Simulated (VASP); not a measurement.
NaRu:

```
Na Ru
1.0
     3.30308    0.00000    0.00000
     0.00000    3.30308    0.00000
     0.00000    0.00000    3.30308
Na Ru
1 1
Direct
  0.50000 0.50000 0.50000
  0.00000 0.00000 0.00000
```

The cell was built by a generator and needn't be a form met in nature.

* Program: VASP 6.6.1
* Task: single point
* Functional: PBE
* Potentials or basis: VASP PAW PBE potentials, release 64 (Na_pv, Ru_pv)
* Cutoff: 520 eV
* k mesh: 8 × 8 × 8
* Occupations: fermi-dirac, width 0.05 eV
* Spin: no spin polarisation

On this cell: pressure -2.9 GPa; largest force zero by symmetry; band gap on the k mesh none (metal or under the smearing width).

The same run follows on a disturbed copy (atoms moved at random, drawn with an rms of 0.05 Å):

```xyz
2
Lattice="3.3031 0.0000 0.0000 0.0000 3.3031 0.0000 0.0000 0.0000 3.3031" Properties=species:S:1:pos:R:3 pbc="T T T"
Na    1.6794    1.6013    1.6620
Ru    0.0164    0.0012   -0.0155
```

**Question.** What changes?

**Answer.** The energy (extrapolated to zero smearing) moves by +3.6 meV/atom; pressure -2.8 GPa; largest force 0.245 eV/Å; band gap on the k mesh none (metal or under the smearing width).

Forces on the atoms (eV/Å):
```
Na  -0.048  0.215 -0.108
Ru   0.048 -0.215  0.108
```

Stress tensor (GPa, compression positive):
```
-2.79 -0.03  0.01
-0.03 -2.90 -0.06
 0.01 -0.06 -2.81
```
